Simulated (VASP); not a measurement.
Output of a VASP run:

OSZICAR:
```
       N       E                     dE             d eps       ncg     rms          rms(c)
DAV:   1    -0.330845512448E+01   -0.33085E+01   -0.24456E+03  1050   0.667E+02
DAV:   2    -0.626998974178E+01   -0.29615E+01   -0.26244E+01  1356   0.444E+01
DAV:   3    -0.629350879930E+01   -0.23519E-01   -0.23518E-01  1152   0.459E+00
DAV:   4    -0.629352546191E+01   -0.16663E-04   -0.16662E-04  1410   0.106E-01
DAV:   5    -0.629352546374E+01   -0.18276E-08   -0.22475E-08  1158   0.978E-04    0.844E-01
DAV:   6    -0.489059600236E+01    0.14029E+01   -0.27928E-01  1044   0.472E+00    0.686E-01
DAV:   7    -0.510124085548E+01   -0.21064E+00   -0.16796E-01  1008   0.386E+00    0.360E-01
DAV:   8    -0.513217202792E+01   -0.30931E-01   -0.27753E-02  1098   0.148E+00    0.544E-02
DAV:   9    -0.513540827237E+01   -0.32362E-02   -0.23907E-03  1086   0.510E-01    0.427E-02
DAV:  10    -0.513521035438E+01    0.19792E-03   -0.29939E-04  1212   0.182E-01    0.188E-02
DAV:  11    -0.513549660753E+01   -0.28625E-03   -0.90689E-05  1128   0.109E-01    0.414E-03
DAV:  12    -0.513549821855E+01   -0.16110E-05   -0.24210E-06  1140   0.180E-02    0.161E-03
DAV:  13    -0.513549827627E+01   -0.57717E-07   -0.37746E-07   600   0.657E-03
   1 F= -.51354983E+01 E0= -.51352632E+01  d E =-.513550E+01
       N       E                     dE             d eps       ncg     rms          rms(c)
DAV:   1    -0.513577257638E+01   -0.27436E-03   -0.14583E-02  1020   0.100E+00    0.988E-02
DAV:   2    -0.513566453688E+01    0.10804E-03   -0.42059E-04  1050   0.192E-01    0.519E-02
DAV:   3    -0.513555289117E+01    0.11165E-03   -0.24176E-04  1008   0.175E-01    0.124E-02
DAV:   4    -0.513572394414E+01   -0.17105E-03   -0.11710E-04  1020   0.961E-02    0.222E-03
DAV:   5    -0.513572377794E+01    0.16620E-06   -0.55253E-07   660   0.931E-03
   2 F= -.51357238E+01 E0= -.51354894E+01  d E =-.225502E-03
       N       E                     dE             d eps       ncg     rms          rms(c)
DAV:   1    -0.513573411103E+01   -0.10167E-04   -0.37276E-04  1020   0.161E-01    0.155E-02
DAV:   2    -0.513573037587E+01    0.37352E-05   -0.79669E-06  1056   0.259E-02    0.829E-03
DAV:   3    -0.513572895403E+01    0.14218E-05   -0.43907E-06  1014   0.233E-02    0.162E-03
DAV:   4    -0.513573162138E+01   -0.26673E-05   -0.19985E-06  1020   0.123E-02    0.317E-04
DAV:   5    -0.513573170123E+01   -0.79856E-07   -0.99417E-09   516   0.126E-03
   3 F= -.51357317E+01 E0= -.51354973E+01  d E =-.233425E-03
```

**OUTCAR**
```
------------------------ aborting loop because EDIFF is reached ----------------------------------------
  FORCE on cell =-STRESS in cart. coord.  units (eV):
  Direction    XX          YY          ZZ          XY          YZ          ZX
  --------------------------------------------------------------------------------------
  Total        0.0004092      0.0004092      0.0004092      0.0000000     -0.0000000      0.0000000
  in kB        0.0891337      0.0891337      0.0891337      0.0000000     -0.0000000      0.0000000
  external PRESSURE =       0.0891337 kB  Pullay stress =       0.0000000 kB
  volume of cell :        7.36
      direct lattice vectors                 reciprocal lattice vectors
    -0.000000000  1.543575270  1.543575270    -0.323923303  0.323923303  0.323923303
     1.543575270 -0.000000000  1.543575270     0.323923303 -0.323923303  0.323923303
     1.543575270  1.543575270 -0.000000000     0.323923303  0.323923303 -0.323923303
 POSITION                                       TOTAL-FORCE (eV/Angst)
 -----------------------------------------------------------------------------------
      0.00000      0.00000      0.00000         0.000000      0.000000     -0.000000
 -----------------------------------------------------------------------------------
    total drift:                                0.000000      0.000000     -0.000000
  FREE ENERGIE OF THE ION-ELECTRON SYSTEM (eV)
  ---------------------------------------------------
  free  energy   TOTEN  =        -5.1357317012 eV

  energy  without entropy=       -5.1352628264  energy(sigma->0) =       -5.13549726

 reached required accuracy - stopping structural energy minimisation
```
(Selected blocks of OUTCAR.)

### POSCAR
```
C
1
    0.0000000000     1.5396820000     1.5396820000
    1.5396820000     0.0000000000     1.5396820000
    1.5396820000     1.5396820000     0.0000000000
C
1
Direct
  0.0000000000   0.0000000000   0.0000000000
```

Q: Write an INCAR and KPOINTS that could have produced this output.

A: This is not unique; one that fits is the input of the run itself, r2SCAN meta-GGA, plane waves, VASP's PBE PAW potentials (set 64).

### INCAR
```
SYSTEM = C
PREC = Accurate
ENCUT = 520
EDIFF = 1E-6
NELM = 100
ALGO = Normal
LREAL = .FALSE.
LASPH = .TRUE.
ISMEAR = 0
SIGMA = 0.05
METAGGA = R2SCAN
LMIXTAU = .TRUE.
LWAVE = .FALSE.
LCHARG = .FALSE.
IBRION = 2
ISIF = 3
NSW = 60
EDIFFG = -0.01
```

KPOINTS:
```
Automatic mesh
0
Gamma
13 13 13
0 0 0
```

POTCAR, in this order: C (PBE.64 set). Program: vasp_std.

The structure was generated: C was put into the fcc type (Fm-3m), which need not be its known phase. This run relaxes it. Symmetry was kept, so distortions that lower it aren't found.
